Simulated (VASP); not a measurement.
Moving the strain (εxx = s, εyy = s) in NaNb

```
Na Nb
1.0
     0.00000    2.86345    2.86345
     2.86345    0.00000    2.86345
     2.86345    2.86345    0.00000
Na Nb
1 1
Direct
  0.00000 0.00000 0.00000
  0.50000 0.50000 0.50000
```

The cell comes from a database or a generator and needn't be the stable form of this composition.

Kept alike: task single point; functional PBE; k mesh 8 × 8 × 8; occupations fermi-dirac, width 0.05 eV; no spin polarisation. Program: VASP, PBE PAW files Na_pv, Nb_sv, 520 eV. The mesh is that of the run's cell of 2 atoms. No spin-orbit coupling.

```csv
s,free energy over the lowest row (meV/atom)
-0.04,5.99
-0.02,0.00
-0.01,2.32
0,7.73
0.01,16.00
0.02,26.91
0.04,56.00
```

The cell shown is the unstrained one; x, y and z are its Cartesian axes; atoms keep their fractions. For a metal such a mesh leaves the last digits unconverged.

Task: What does the strain (εxx = s, εyy = s) change here?

Result: The free energy is lowest at -0.02, and 56.00 meV an atom higher at 0.04.
